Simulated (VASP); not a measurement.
# La₂O₃ (La₂O₃-type): how a and c shift between eight density functionals, from LDA to RPBE

When we match a lanthanum oxide film to a substrate, we need a from the calculation; when we convert layer counts into thickness, we need c. If the functional misjudged both axes by the same fraction, one scale factor would repair the cell. We therefore compare the relaxed a and c of bulk La₂O₃ at eight levels, all with the same cutoff and k mesh and with PAW data sets made for PBE. The table holds no measured cell, so shifts are taken between functionals, and nothing here ranks them by accuracy. The two axes mostly lengthen together, but c changes by nearly three times the fraction that a does, and some changes of functional move c almost alone.

## Systems and settings

One crystal, La2O3 (La2O3-type) (known phase); cell and atoms relaxed at zero pressure inside the space group at each level. Program: VASP 6.6.1, plane waves and PAW (data sets made for PBE also in the LDA runs of La2O3; in all, for PBE of release 64), scalar-relativistic without spin-orbit coupling, no spin polarisation. Occupations: Fermi-Dirac smearing of 0.05 eV. Times are rough, from shared x86 server processors. The same in all rows: cutoff and k mesh: 560 eV, k 7×7×4.

Notes on method and selection:

- The relaxation keeps the space group of the starting structure, unless a run's flaw says otherwise, so it can't find a distortion to lower symmetry.
- VASP relaxes on the plane waves of its starting cell; rows come from the last relaxation, in which the volume moved by 5 % or less.
- D3(BJ), D4 are atom-based dispersion corrections added to the functional. rVV10, optB88-vdW hold a nonlocal correlation term.
- On the k meshes used the crystal has a Kohn-Sham gap at every level or point; a mesh can miss a band crossing between its points.
- Where a crystal was run more than once at a level, the run on the densest mesh (metals) or with the highest cutoff is shown; cells that lost their symmetry or did not come to rest are left out.
- Where a cited cell is compared, it is used only if the database entry bears it out to 0.6 % or a second determination confirms it.
- A table whose volumes refer to PBE has no confirmed cited cell, or one whose c/a every level misses to one side by over 1.2 %.
- Non-spherical gradient terms in the PAW spheres (LASPH) were on in all rows.
- Runs that did not converge, have known faults or may not be shown are not listed, and runs on Ansatz's PAW sets soft_1 and soft_2 are kept to separate tables.

Columns:

- a (Å): lattice constant a of the conventional cell.
- c (Å): lattice constant c of the conventional cell.
- c/a: axial ratio c/a.
- volume against PBE (%): relaxed volume over the PBE volume, minus one.
- volume (Å³): relaxed volume per atom.
- cost per iteration (core-s): processor time per electronic iteration, mean over the relaxation, shared machines, rough.

## Data

| member | a (Å) | c (Å) | c/a | volume against PBE (%) | volume (Å³) | cost per iteration (core-s) |
| --- | --- | --- | --- | --- | --- | --- |
| LDA | 3.8841 | 5.9493 | 1.5317 | −6.34 | 15.545 | 12 |
| PBE+D3(BJ) | 3.9187 | 6.0989 | 1.5564 | −2.27 | 16.222 | 10 |
| r2SCAN+D4 | 3.9232 | 6.0881 | 1.5518 | −2.22 | 16.230 | 34 |
| r2SCAN+rVV10 | 3.9256 | 6.0760 | 1.5478 | −2.29 | 16.218 | 66 |
| r2SCAN | 3.9308 | 6.1178 | 1.5564 | −1.36 | 16.373 | 51 |
| optB88-vdW | 3.9366 | 6.1303 | 1.5573 | −0.87 | 16.454 | 29 |
| PBE | 3.9372 | 6.1821 | 1.5702 | 0.00 | 16.598 | 15 |
| RPBE | 3.9602 | 6.2801 | 1.5858 | 2.78 | 17.059 | 10 |

Least-squares fits to the whole series, with x = a (Å); R² and errors in the fitted variable (y, or ln y where the fit is in ln y):

| y | members | fit | R² | rms residual | leave-one-out rms | the same for the mean of the others |
| --- | --- | --- | --- | --- | --- | --- |
| c (Å) | 8 | y = −10.524 + 4.2371 x | 0.94 | 0.022 | 0.033 | 0.10 |
| c/a | 8 | y = −1.128 + 0.6837 x | 0.86 | 0.0055 | 0.0083 | 0.017 |

## Reading the trend

From LDA to RPBE, a grows by 0.0761 / 3.8841 = 2.0 % and c by 0.3308 / 5.9493 = 5.6 %. The order is not strict: from PBE+D3(BJ) to r2SCAN+rVV10, a rises by 0.0069 Å while c falls by 0.0229 Å.

A simple elastic model accounts for the unequal shares. It rests on three assumptions: the crystal responds linearly, its stiffness is the same at every level, and a change of functional acts like a uniform stress p, counted positive for tension and negative for pressure.

Let εa and εc be the fractional changes of a and c from a reference cell. With the hexagonal form of the elastic constants, which also holds for this trigonal crystal when both in-plane directions stretch equally, the energy per volume is

u = (C₁₁ + C₁₂) εa² + 2 C₁₃ εa εc + ½ C₃₃ εc² − p (2 εa + εc).

Setting the derivatives with respect to εa and εc to zero gives

(C₁₁ + C₁₂) εa + C₁₃ εc = p

2 C₁₃ εa + C₃₃ εc = p.

Subtracting one from the other removes p:

εc / εa = k = (C₁₁ + C₁₂ − 2 C₁₃) / (C₃₃ − C₁₃).

The strength of the push drops out, and every functional should fall on one line,

c = c₀ + m (a − a₀), with m = k c₀ / a₀.

The parameters are the reference cell (a₀, c₀) and k. A value of k above one means that c is the softer axis under uniform pressure. That is plausible here, because La–O slabs alternate with oxygen layers along c, and the La heights can adjust as the spacing changes. The elastic constants are not in the table, so k is taken from the cells and this origin of its size remains a conjecture.

## Testing the model

We fix the line on LDA and PBE:

m = (6.1821 − 5.9493) / (3.9372 − 3.8841) = 0.2328 / 0.0531 = 4.384

k = 4.384 × 3.8841 / 5.9493 = 2.86

The least-squares slope over all eight members, 4.2371, is close to this. Four other members follow from their a alone, with lengths in Å.

- **RPBE:** 5.9493 + 4.384 × (3.9602 − 3.8841) = 6.2829. The table has 6.2801, a difference of −0.003.
- **PBE+D3(BJ):** 5.9493 + 4.384 × (3.9187 − 3.8841) = 6.1010. The table has 6.0989, a difference of −0.002.
- **r2SCAN:** 5.9493 + 4.384 × (3.9308 − 3.8841) = 6.1540. The table has 6.1178, a difference of −0.036.
- **optB88-vdW:** 5.9493 + 4.384 × (3.9366 − 3.8841) = 6.1795. The table has 6.1303, a difference of −0.049.

The first two agree more closely than relaxation on a fixed set of plane waves warrants, so we read them only as lying on the line.

Over all six members not used to fix the line, the rms miss is roughly 0.036 Å, against an rms scatter of roughly 0.069 Å around their own mean. Much of that gain comes from RPBE. For the other five the miss is roughly 0.04 Å and the scatter only about 0.02 Å, so the line describes the broad drift from LDA to RPBE but does not predict c within the middle group.

## Where the trend breaks

Largest departures from the fit to the whole series:

| member | c (Å) | fit | computed − fit | in rms residuals |
| --- | --- | --- | --- | --- |
| r2SCAN+rVV10 | 6.0760 | 6.1092 | −0.0332 | 1.5 |
| optB88-vdW | 6.1303 | 6.1558 | −0.0255 | 1.2 |
| RPBE | 6.2801 | 6.2558 | +0.0243 | 1.1 |
| PBE | 6.1821 | 6.1583 | +0.0238 | 1.1 |

Four members lie clearly below the LDA–PBE line. Two are r2SCAN and optB88-vdW; the others follow in the same way, with lengths in Å:

- **r2SCAN+D4:** 5.9493 + 4.384 × (3.9232 − 3.8841) = 6.1207, and 6.0881 − 6.1207 = −0.033.
- **r2SCAN+rVV10:** 5.9493 + 4.384 × (3.9256 − 3.8841) = 6.1312, and 6.0760 − 6.1312 = −0.055.

At least one assumption must fail: the linear response, the common stiffness or the uniform push. optB88-vdW has the a of PBE to within 0.0006 Å, yet its c is 0.0518 Å shorter. Counted from LDA, its own slope is (6.1303 − 5.9493) / (3.9366 − 3.8841) = 3.448, which gives k = 3.448 × 3.8841 / 5.9493 = 2.25 instead of 2.86. A crystal somewhat stiffer along c at this level could give that, and so could an extra inward pull along c. The cells alone cannot tell the two apart.

A dispersion term is not the common cause. r2SCAN without one is already low, D4 leaves its departure nearly unchanged, and PBE+D3(BJ) stays on the line. Adding rVV10 to r2SCAN does deepen the departure, by about 0.02 Å, so that term shortens c by more than the line allows for its change in a.

## Cost against accuracy

The three r2SCAN-based levels take 34 to 66 core-seconds per electronic iteration, against 10 to 15 for LDA, PBE, RPBE and PBE+D3(BJ). The extra time buys a different cell shape, with c shorter at a given a; whether that shape is closer to the real crystal is not shown in the table. The D3(BJ) correction shortens the c of PBE by 0.0832 Å at no visible extra cost. For a first check of how far the cell depends on the functional, LDA and RPBE span the full range of both axes at the cheap end.

## Conclusions

Between LDA and RPBE, c takes the larger fractional change, and a single scale factor for both axes would be wrong. The line drawn through LDA and PBE also passes close to PBE+D3(BJ) and RPBE, while the other four members fall below it. With one further converged run not tabled, this split describes only these eight members.

The slope must not be used for strained films. There the substrate imposes a, and c normally responds with the opposite sign. Uptake of water, which turns the oxide into hydroxide, lies outside this comparison altogether.
